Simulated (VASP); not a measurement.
Consider the following.

```yaml
crystal:
  lattice:
    - [-1.51180, 1.51180, 1.51180]
    - [1.51180, -1.51180, 1.51180]
    - [1.51180, 1.51180, -1.51180]
  atoms:
    - { symbol: Rh, position: [0.00000, 0.00000, 0.00000] }
```

These are PBEsol GGA with spin-orbit coupling, VASP's PBE PAW potentials (set 64) (plane waves; VASP) values and carry that method's errors. Run with 400 eV cut-off, 15×15×15 Γ-centred mesh, Gaussian smearing of 0.050 eV, potentials Rh_pv.

### Question
Estimate the energy per atom (σ→0), band gap (over mesh and band path) with the smallest direct gap where there is one.

### Answer

| Quantity | Result |
|---|---|
| band gap (over mesh and band path) | none (metal, semimetal or under 0.01 eV) |
| energy per atom (σ→0) | -7905 meV/atom |

The absolute energy has meaning only against runs of the same code, potentials and settings.

The structure was generated: Rh was put into the bcc type (Im-3m), which need not be its known phase. It was relaxed first.
